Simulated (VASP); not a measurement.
# AlFe3B (Pm-3m) in VASP: further runs

Aim: see how the results for AlFe3B move with the level of theory and the settings. Levels: PBE, PBEsol. Tasks: equation of state.

All numbers are computed with VASP 6.6.1; they aren't measurements. Logs are shortened: lines on timing, memory, paths and dates and some standing lists are left out, and cuts for length are marked.

**1. The crystal as given**

It takes space group Pm-3m (No. 221, cubic). The conventional cell has a = 3.822 Å, b = 3.822 Å, c = 3.822 Å, α = 90.00°, β = 90.00°, γ = 90.00°. Fe (site symmetry 4/mmm) is surrounded by 2 B at 1.91 Å. Around Al (site symmetry m-3m) lie 12 Fe at 2.70 Å. B (site symmetry m-3m) is surrounded by 6 Fe at 1.91 Å.

The cell comes from a database or a generator and needn't be the stable form of this composition.

**2. Equation of state, PBE, collinear spin, ferromagnetic start, 10.50 Å³/atom (volume scaled by 0.94)**

The input, INCAR:

```
PREC = Accurate
ENCUT = 520
EDIFF = 1E-7
ISMEAR = -1
SIGMA = 0.05
LREAL = F
LASPH = T
NELM = 100
ALGO = Normal
ISIF = 2
LWAVE = F
LCHARG = F
ISPIN = 2
MAGMOM = 3 3 3 0 0
LORBIT = 11
LMAXMIX = 4
GGA = PE
NBANDS = 27
```

The input, KPOINTS:

```
regular mesh
0
Gamma
  7 7 7
```

The input, POSCAR:

```
AlFe3B
1.0
    3.7442935342      0.0000000000      0.0000000000
    0.0000000000      3.7442935342      0.0000000000
    0.0000000000      0.0000000000      3.7442935342
Fe Al B
3 1 1
Direct
    0.0000000000      0.0000000000      0.5000000000
    0.0000000000      0.5000000000      0.0000000000
    0.5000000000      0.0000000000      0.0000000000
    0.5000000000      0.5000000000      0.5000000000
    0.0000000000      0.0000000000      0.0000000000
```

Potentials or basis: VASP PAW PBE potentials, release 64 (Fe, Al, B).

On the command line:

```console
> cat potpaw_PBE.64/Fe/POTCAR potpaw_PBE.64/Al/POTCAR potpaw_PBE.64/B/POTCAR > POTCAR
> mpirun -np 1 vasp_std > vasp.out
```

OUTCAR:

```text
PREC = Accurate
   ENCUT = 520
   EDIFF = 1E-7
   ISMEAR = -1
   LREAL = F
   LASPH = T
   NELM = 100
   ISIF = 2
   ISPIN = 2
   LORBIT = 11
   GGA = PE

 Found     20 irreducible k-points:

 Following reciprocal coordinates:
            Coordinates               Weight
  0.000000  0.000000  0.000000      1.000000
  0.142857  0.000000  0.000000      6.000000
  0.285714  0.000000  0.000000      6.000000
  0.428571  0.000000  0.000000      6.000000
  0.142857  0.142857  0.000000     12.000000
  0.285714  0.142857  0.000000     24.000000
   k-points           NKPTS =     20   k-points in BZ     NKDIM =     20   number of bands    NBANDS=     27
   number of dos      NEDOS =    301   number of ions     NIONS =      5
   total plane-waves  NPLWV =  21952
   dimension x,y,z NGX =    28 NGY =   28 NGZ =   28
   dimension x,y,z NGXF=    56 NGYF=   56 NGZF=   56
   ions per type =               3   1   1
   NGX,Y,Z   is equivalent  to a cutoff of  12.43, 12.43, 12.43 a.u.
   NGXF,Y,Z  is equivalent  to a cutoff of  24.86, 24.86, 24.86 a.u.
 SYSTEM =  unknown system
   PREC   = accura    normal or accurate (medium, high low for compatibility)
   ISTART =      0    job   : 0-new  1-cont  2-samecut
   ICHARG =      2    charge: 1-file 2-atom 10-const
   ISPIN  =      2    spin polarized calculation?
   LNONCOLLINEAR =      F non collinear calculations
   LSORBIT =      F    spin-orbit coupling
   LASPH  =      T    aspherical Exc in radial PAW
   ENCUT  =  520.0 eV  38.22 Ry    6.18 a.u.   6.96  6.96  6.96*2*pi/ulx,y,z
   NELM   =    100;   NELMIN=  2; NELMDL= -5     # of ELM steps
   EDIFF  = 0.1E-06   stopping-criterion for ELM
   LREAL  =      F    real-space projection
   EDIFFG = 0.1E-05   stopping-criterion for IOM
   NSW    =      0    number of steps for IOM
   IBRION =     -1    ionic relax: 0-MD 1-quasi-New 2-CG
   NFREE  =      0    steps in history (QN), initial steepest desc. (CG)
   ISIF   =      2    stress and relaxation
   ISYM   =      2    0-nonsym 1-usesym 2-fastsym
   POTIM  = 0.5000    time-step for ionic-motion
   TEBEG  =    0.0;   TEEND  =   0.0 temperature during run
   PSTRESS=    0.0 pullay stress
   NELECT =      30.0000    total number of electrons
   NUPDOWN=      -1.0000    fix difference up-down
   EMIN   =  10.00;   EMAX   =-10.00  energy-range for DOS
   EFERMI =   0.00;   METHOD = LEGACY
   ISMEAR =    -1;   SIGMA  =   0.05  broadening in eV -4-tet -1-fermi 0-gaus
   EFERMI_NEDOS =   21; number of points for ismear=-14 and -15
   IALGO  =     38    algorithm
   IMIX   =      4    mixing-type and parameters
     AMIX     =   0.40;   BMIX     =  1.00
     AMIX_MAG =   1.60;   BMIX_MAG =  1.00
  volume/ion in A,a.u.               =      10.50        70.85
  Fermi-wavevector in a.u.,A,eV,Ry     =   1.358560  2.567305 25.112058  1.845684
  Thomas-Fermi vector in A             =   2.485383
   LORBIT       =     11    0 simple, 1 ext, 2 COOP (PROOUT), +10 PAW based schemes
   GGA     = PE    functional components
   LHFCALC =     F    Hartree Fock is set to
   AEXX    =    0.0000 exact exchange contribution
   IVDW    =     0    specifies the selected vdW correction
   LEPSILON=     F    determine dielectric tensor
   LRPA    =     F    only Hartree local field effects (RPA)
 spin polarized calculation
  energy-cutoff  :      520.00
  volume of cell :       52.49
 maximum number of plane-waves:      1422
 NGX is ok and might be reduce to    28
   NGX = 13   NGY = 13   NGZ = 13

 number of electron      30.0000041 magnetization       4.0154635

 Free energy of the ion-electron system (eV)
  ---------------------------------------------------
  ext. energy  EPLUGINS =         0.00000000
  ---------------------------------------------------
  free energy    TOTEN  =       -35.80882770 eV

  energy without entropy =      -35.77907780  energy(sigma->0) =      -35.79395275

 E-fermi :   7.1597     XC(G=0): -12.5598

 val. band max:        7.1450743877   @ k =   0.4286   0.1429   0.0000
 cond. band min:       7.1637169222   @ k =   0.1429   0.1429   0.0000
 fundamental gap:      0.0186425344
 Fermi energy:         7.1597251183

 spin component 1

 k-point     1 :       0.0000    0.0000    0.0000
  band No.  band energies     occupation
      1      -3.9275      1.00000
      2       0.2007      1.00000
      3       3.4618      1.00000
      4       3.4618      1.00000
      5       3.4618      1.00000
      6       3.6675      1.00000
[... 19 lines left out ...]
     26      19.7609      0.00000
     27      19.7609      0.00000

 k-point     2 :       0.1429    0.0000    0.0000
  band No.  band energies     occupation
      1      -3.7262      1.00000
      2       0.2852      1.00000
      3       3.3930      1.00000
      4       3.4692      1.00000
      5       3.4692      1.00000
      6       3.5177      1.00000
[... 19 lines left out ...]
     26      18.2930      0.00000
     27      18.2930      0.00000

 k-point     3 :       0.2857    0.0000    0.0000
  band No.  band energies     occupation
      1      -3.1573      1.00000
      2       0.3310      1.00000
      3       2.5821      1.00000
      4       3.5080      1.00000
      5       3.5080      1.00000
      6       3.6589      1.00000
[... 19 lines left out ...]
     26      17.0549      0.00000
     27      17.0549      0.00000

 k-point     4 :       0.4286    0.0000    0.0000
  band No.  band energies     occupation
      1      -2.4267      1.00000
      2      -0.1843      1.00000
      3       2.4228      1.00000
      4       3.4231      1.00000
      5       3.6080      1.00000
      6       3.6080      1.00000
[... 19 lines left out ...]
     26      16.6320      0.00000
     27      16.6320      0.00000

 k-point     5 :       0.1429    0.1429    0.0000
  band No.  band energies     occupation
      1      -3.5275      1.00000
      2       0.3796      1.00000
      3       3.2802      1.00000
      4       3.3892      1.00000
      5       3.4247      1.00000
      6       3.6561      1.00000
[... 19 lines left out ...]
     26      16.8961      0.00000
     27      17.5906      0.00000

 k-point     6 :       0.2857    0.1429    0.0000
  band No.  band energies     occupation
      1      -2.9659      1.00000
      2       0.4626      1.00000
      3       2.5001      1.00000
      4       3.3265      1.00000
      5       3.3389      1.00000
      6       3.7613      1.00000
[... 19 lines left out ...]
     26      16.5950      0.00000
     27      16.6069      0.00000

 [... further k-points ...]

 spin component 2

 k-point     1 :       0.0000    0.0000    0.0000
  band No.  band energies     occupation
      1      -3.9332      1.00000
      2       0.4238      1.00000
      3       4.5045      1.00000
      4       4.5045      1.00000
      5       4.6007      1.00000
      6       4.6007      1.00000
[... 19 lines left out ...]
     26      20.0554      0.00000
     27      20.0554      0.00000

 k-point     2 :       0.1429    0.0000    0.0000
  band No.  band energies     occupation
      1      -3.7312      1.00000
      2       0.4869      1.00000
      3       3.8744      1.00000
      4       4.5332      1.00000
      5       4.5332      1.00000
      6       4.6599      1.00000
[... 19 lines left out ...]
     26      18.5998      0.00000
     27      18.5998      0.00000

 k-point     3 :       0.2857    0.0000    0.0000
  band No.  band energies     occupation
      1      -3.1590      1.00000
      2       0.4227      1.00000
      3       2.9022      1.00000
      4       4.3786      1.00000
      5       4.3786      1.00000
      6       4.7351      1.00000
[... 19 lines left out ...]
     26      17.2421      0.00000
     27      17.2421      0.00000

 k-point     4 :       0.4286    0.0000    0.0000
  band No.  band energies     occupation
      1      -2.4158      1.00000
      2      -0.2205      1.00000
      3       2.8570      1.00000
      4       3.9963      1.00000
      5       4.2559      1.00000
      6       4.2559      1.00000
[... 19 lines left out ...]
     26      16.6338      0.00000
     27      16.7619      0.00000

 k-point     5 :       0.1429    0.1429    0.0000
  band No.  band energies     occupation
      1      -3.5317      1.00000
      2       0.5654      1.00000
      3       3.6310      1.00000
      4       4.2322      1.00000
      5       4.3781      1.00000
      6       4.5350      1.00000
[... 19 lines left out ...]
     26      17.1971      0.00000
     27      17.9412      0.00000

 k-point     6 :       0.2857    0.1429    0.0000
  band No.  band energies     occupation
      1      -2.9663      1.00000
      2       0.5548      1.00000
      3       2.7795      1.00000
      4       4.0359      1.00000
      5       4.1653      1.00000
      6       4.4117      1.00000
[... 19 lines left out ...]
     26      16.8422      0.00000
     27      16.8729      0.00000

 [... further k-points ...]

------------------------ aborting loop because EDIFF is reached ----------------------------------------

  FORCE on cell =-STRESS in cart. coord.  units (eV):
  Direction    XX          YY          ZZ          XY          YZ          ZX
  --------------------------------------------------------------------------------------
  -------------------------------------------------------------------------------------
  Total        4.1154441      4.1154441      4.1154441     -0.0000000     -0.0000000     -0.0000000
  in kB      125.6080940    125.6080940    125.6080940     -0.0000000     -0.0000000     -0.0000000
  external PRESSURE =     125.6080940 kB  Pullay stress =       0.0000000 kB

 VOLUME and BASIS-vectors are now :
 -----------------------------------------------------------------------------
  energy-cutoff  :      520.00
  volume of cell :       52.49
      direct lattice vectors                 reciprocal lattice vectors
     3.744293534  0.000000000  0.000000000     0.267073078  0.000000000  0.000000000
     0.000000000  3.744293534  0.000000000     0.000000000  0.267073078  0.000000000
     0.000000000  0.000000000  3.744293534     0.000000000  0.000000000  0.267073078

 POSITION                                       TOTAL-FORCE (eV/Angst)
 -----------------------------------------------------------------------------------
      0.00000      0.00000      1.87215         0.000000      0.000000      0.000000
      0.00000      1.87215      0.00000         0.000000      0.000000      0.000000
      1.87215      0.00000      0.00000         0.000000      0.000000      0.000000
      1.87215      1.87215      1.87215         0.000000      0.000000      0.000000
      0.00000      0.00000      0.00000         0.000000      0.000000      0.000000
 -----------------------------------------------------------------------------------
    total drift:                               -0.000000      0.000000     -0.000000

  FREE ENERGIE OF THE ION-ELECTRON SYSTEM (eV)
  ---------------------------------------------------
  free  energy   TOTEN  =       -35.8088276965 eV

  energy  without entropy=      -35.7790777959  energy(sigma->0) =      -35.79395275

 total charge

# of ion       s       p       d       tot
------------------------------------------
    1        0.473   0.666   6.461   7.600
    2        0.473   0.666   6.461   7.600
    3        0.473   0.666   6.461   7.600
    4        0.392   0.373   0.000   0.765
    5        0.834   1.377   0.000   2.211
--------------------------------------------------
tot          2.646   3.748  19.383  25.777

 magnetization (x)

# of ion       s       p       d       tot
------------------------------------------
    1       -0.005  -0.021   1.452   1.426
    2       -0.005  -0.021   1.452   1.426
    3       -0.005  -0.021   1.452   1.426
    4       -0.017  -0.045   0.000  -0.062
    5       -0.019  -0.103   0.000  -0.122
--------------------------------------------------
tot         -0.050  -0.213   4.355   4.093
```

Wall time 63 s (1 thread of Intel Xeon Platinum 8488C (Sapphire Rapids), shared host); peak memory 0.19 GiB.

What came out:

| Property | Result |
| --- | --- |
| Free energy | -35.8088 eV |
| Pressure | 12.6 GPa |
| Band gap on the k mesh | none (metal or under the smearing width) |
| Net moment | 4.02 μB per cell |
| Site moments | Fe +1.43; Al -0.06; B -0.12 μB |
| Valence electrons inside the program's atomic spheres | Fe 7.60; Al 0.77; B 2.21 |

**3. Equation of state, PBE, collinear spin, ferromagnetic start, 10.72 Å³/atom (volume scaled by 0.96)**

The input, INCAR:

```
PREC = Accurate
ENCUT = 520
EDIFF = 1E-7
ISMEAR = -1
SIGMA = 0.05
LREAL = False
LASPH = True
NELM = 150
ALGO = Normal
ISIF = 2
LWAVE = False
LCHARG = False
ISPIN = 2
MAGMOM = 3 3 3 0 0
LORBIT = 11
LMAXMIX = 4
GGA = PE
NBANDS = 27
```

The input, KPOINTS:

```
Automatic mesh
0
Gamma
  7 7 7
```

Edit POSCAR of step 2 so:

```diff
@@ -2,5 +2,5 @@
 1.0
-    3.7442935342      0.0000000000      0.0000000000
-    0.0000000000      3.7442935342      0.0000000000
-    0.0000000000      0.0000000000      3.7442935342
+    3.7706626674      0.0000000000      0.0000000000
+    0.0000000000      3.7706626674      0.0000000000
+    0.0000000000      0.0000000000      3.7706626674
 Fe Al B
```

Potentials or basis: VASP PAW PBE potentials, release 64 (Fe, Al, B).

On the command line:

```console
> cat potpaw_PBE.64/Fe/POTCAR potpaw_PBE.64/Al/POTCAR potpaw_PBE.64/B/POTCAR > POTCAR
> mpirun -np 1 vasp_std > vasp.out
```

Wall time 55 s (1 thread of Intel Xeon Platinum 8488C (Sapphire Rapids), shared host); peak memory 0.19 GiB.

It converged, with:

```
Free energy                                           : -35.8792 eV
Pressure                                              : 7.6 GPa
Band gap on the k mesh                                : none (metal or under the smearing width)
Net moment                                            : 4.07 μB per cell
Site moments                                          : Fe +1.45; Al -0.06; B -0.13 μB
Valence electrons inside the program's atomic spheres : Fe 7.55; Al 0.76; B 2.18
```

**4. Equation of state, PBE, collinear spin, ferromagnetic start, 10.95 Å³/atom (volume scaled by 0.98)**

The input, INCAR:

```
PREC = Accurate
ENCUT = 520
EDIFF = 1E-7
ISMEAR = -1
SIGMA = 0.05
LREAL = F
LASPH = T
NELM = 100
ALGO = Normal
ISIF = 2
LWAVE = F
LCHARG = F
ISPIN = 2
MAGMOM = 3 3 3 0 0
LORBIT = 11
LMAXMIX = 4
GGA = PE
NBANDS = 27
```

KPOINTS is that of step 3.

Edit POSCAR of step 3 so:

```diff
@@ -2,5 +2,5 @@
 1.0
-    3.7706626674      0.0000000000      0.0000000000
-    0.0000000000      3.7706626674      0.0000000000
-    0.0000000000      0.0000000000      3.7706626674
+    3.7966680592      0.0000000000      0.0000000000
+    0.0000000000      3.7966680592      0.0000000000
+    0.0000000000      0.0000000000      3.7966680592
 Fe Al B
```

On the command line:

```console
> cat potpaw_PBE.64/Fe/POTCAR potpaw_PBE.64/Al/POTCAR potpaw_PBE.64/B/POTCAR > POTCAR
> mpirun -np 1 vasp_std > vasp.out
```

It took 59 s on 1 thread of Intel Xeon Platinum 8488C (Sapphire Rapids), shared host; peak memory 0.19 GiB.

It converged, with:

```
Free energy                                           : -35.9169 eV
Pressure                                              : 3.2 GPa
Band gap on the k mesh                                : none (metal or under the smearing width)
Net moment                                            : 4.09 μB per cell
Site moments                                          : Fe +1.47; Al -0.07; B -0.13 μB
Valence electrons inside the program's atomic spheres : Fe 7.50; Al 0.75; B 2.15
```

**5. Equation of state, PBE, collinear spin, ferromagnetic start, 11.39 Å³/atom (volume scaled by 1.02)**

The input, INCAR:

```
  ALGO = Normal
  EDIFF = 1E-7
  ENCUT = 520
  GGA = PE
  ISIF = 2
  ISMEAR = -1
  ISPIN = 2
  LASPH = True
  LCHARG = False
  LMAXMIX = 4
  LORBIT = 11
  LREAL = False
  LWAVE = False
  MAGMOM = 3 3 3 0 0
  NBANDS = 27
  NELM = 150
  PREC = Accurate
  SIGMA = 0.05
```

The input, KPOINTS:

```
k-points
0
Gamma
  7 7 7
```

Edit POSCAR of step 4 so:

```diff
@@ -2,5 +2,5 @@
 1.0
-    3.7966680592      0.0000000000      0.0000000000
-    0.0000000000      3.7966680592      0.0000000000
-    0.0000000000      0.0000000000      3.7966680592
+    3.8476361285      0.0000000000      0.0000000000
+    0.0000000000      3.8476361285      0.0000000000
+    0.0000000000      0.0000000000      3.8476361285
 Fe Al B
```

On the command line:

```console
> cat potpaw_PBE.64/Fe/POTCAR potpaw_PBE.64/Al/POTCAR potpaw_PBE.64/B/POTCAR > POTCAR
> mpirun -np 1 vasp_std > vasp.out
```

Run time: 85 s. Hardware: 1 thread of Intel Xeon Platinum 8488C (Sapphire Rapids), shared host; peak memory 0.2 GiB.

The run converged. Its results:

```
Free energy                                           : -35.9066 eV
Pressure                                              : -4.4 GPa
Band gap on the k mesh                                : none (metal or under the smearing width)
Net moment                                            : 4.13 μB per cell
Site moments                                          : Fe +1.49; Al -0.07; B -0.14 μB
Valence electrons inside the program's atomic spheres : Fe 7.41; Al 0.73; B 2.10
```

**6. Equation of state, PBE, collinear spin, ferromagnetic start, 11.62 Å³/atom (volume scaled by 1.04)**

The input, INCAR:

```
PREC = Accurate
ENCUT = 520
EDIFF = 1E-7
ISMEAR = -1
SIGMA = 0.05
LREAL = F
LASPH = T
NELM = 120
ALGO = Normal
ISIF = 2
LWAVE = F
LCHARG = F
ISPIN = 2
MAGMOM = 3 3 3 0 0
LORBIT = 11
LMAXMIX = 4
GGA = PE
NBANDS = 27
```

The input, KPOINTS:

```
Automatic mesh
0
Gamma
  7 7 7
```

Edit POSCAR of step 5 so:

```diff
@@ -2,5 +2,5 @@
 1.0
-    3.8476361285      0.0000000000      0.0000000000
-    0.0000000000      3.8476361285      0.0000000000
-    0.0000000000      0.0000000000      3.8476361285
+    3.8726214787      0.0000000000      0.0000000000
+    0.0000000000      3.8726214787      0.0000000000
+    0.0000000000      0.0000000000      3.8726214787
 Fe Al B
```

Potentials or basis: VASP PAW PBE potentials, release 64 (Fe, Al, B).

On the command line:

```console
> cat potpaw_PBE.64/Fe/POTCAR potpaw_PBE.64/Al/POTCAR potpaw_PBE.64/B/POTCAR > POTCAR
> mpirun -np 1 vasp_std > vasp.out
```

It took 86 s on 1 thread of Intel Xeon Platinum 8488C (Sapphire Rapids), shared host; peak memory 0.2 GiB.

Results (log left out):

| Item | Value |
| --- | --- |
| Free energy | -35.8647 eV |
| Pressure | -7.6 GPa |
| Band gap on the k mesh | none (metal or under the smearing width) |
| Net moment | 4.18 μB per cell |
| Site moments | Fe +1.51; Al -0.07; B -0.14 μB |
| Valence electrons inside the program's atomic spheres | Fe 7.37; Al 0.72; B 2.07 |

**7. Equation of state, PBE, collinear spin, ferromagnetic start, 11.84 Å³/atom (volume scaled by 1.06)**

The input, INCAR:

```
SYSTEM = AlFe3B
  ALGO = Normal
  EDIFF = 1E-7
  ENCUT = 520
  GGA = PE
  ISIF = 2
  ISMEAR = -1
  ISPIN = 2
  LASPH = .TRUE.
  LCHARG = .FALSE.
  LMAXMIX = 4
  LORBIT = 11
  LREAL = .FALSE.
  LWAVE = .FALSE.
  MAGMOM = 3 3 3 0 0
  NBANDS = 27
  NELM = 120
  PREC = Accurate
  SIGMA = 0.05
```

The input, KPOINTS:

```
k-points
0
G
  7 7 7
  0 0 0
```

Edit POSCAR of step 6 so:

```diff
@@ -2,5 +2,5 @@
 1.0
-    3.8726214787      0.0000000000      0.0000000000
-    0.0000000000      3.8726214787      0.0000000000
-    0.0000000000      0.0000000000      3.8726214787
+    3.8972885226      0.0000000000      0.0000000000
+    0.0000000000      3.8972885226      0.0000000000
+    0.0000000000      0.0000000000      3.8972885226
 Fe Al B
```

On the command line:

```console
> cat potpaw_PBE.64/Fe/POTCAR potpaw_PBE.64/Al/POTCAR potpaw_PBE.64/B/POTCAR > POTCAR
> mpirun -np 1 vasp_std > vasp.out
```

Run time: 90 s. Hardware: 1 thread of Intel Xeon Platinum 8488C (Sapphire Rapids), shared host; peak memory 0.2 GiB.

The run converged. Its results:

```yaml
Free_energy: -35.8021 eV
Pressure: -10.3 GPa
Band_gap_on_the_k_mesh: none (metal or under the smearing width)
Net_moment: 4.25 μB per cell
Site_moments: Fe +1.54; Al -0.07; B -0.14 μB
Valence_electrons_inside_the_program's_atomic_spheres: Fe 7.33; Al 0.72; B 2.05
```

(Continued in part 2 of 2.)
